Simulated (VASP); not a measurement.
# PtSe2: vibrations by finite differences with PBE+D3(BJ)

Crystal: PtSe2.

```
CELL_PARAMETERS angstrom
3.72400 0.00000 0.00000
-1.86200 3.22508 0.00000
0.00000 0.00000 5.06200
ATOMIC_POSITIONS crystal
Pt 0.00000 0.00000 0.00000
Se 0.33333 0.66667 0.25000
Se 0.66667 0.33333 0.75000
```

```yaml
Program: VASP 6.6.1
Task: vibrations by finite differences
Functional: PBE
Dispersion: D3(BJ)
Potentials_or_basis: VASP PAW PBE potentials, release 64 (Pt, Se)
Cutoff: 520 eV
k_mesh: 9 × 9 × 6
Occupations: gaussian, width 0.02 eV
Spin: no spin polarisation
Further_INCAR_settings: ALGO = Normal; EDIFF = 1e-08; NBANDS = 18; IBRION = 6; POTIM = 0.015; NSW = 1
```

The highest phonon frequency at Γ is 229 cm⁻¹ and the dispersion energy per atom is -0.477 eV.

Phonon frequencies in cm⁻¹ (negative: imaginary):
```tsv
q point	frequencies
(0.000, 0.000, 0.000)	0 0 0 181 181 210 225 225 229
```

Wall time 3.5 min on 4 MPI ranks on Intel(R) Xeon(R) Platinum 8259CL CPU @ 2.50GHz (Skylake/Cascade Lake) (shared host), peak memory 0.53 GiB a rank.

 The run has no spin-orbit coupling, so splittings on Pt are missing.
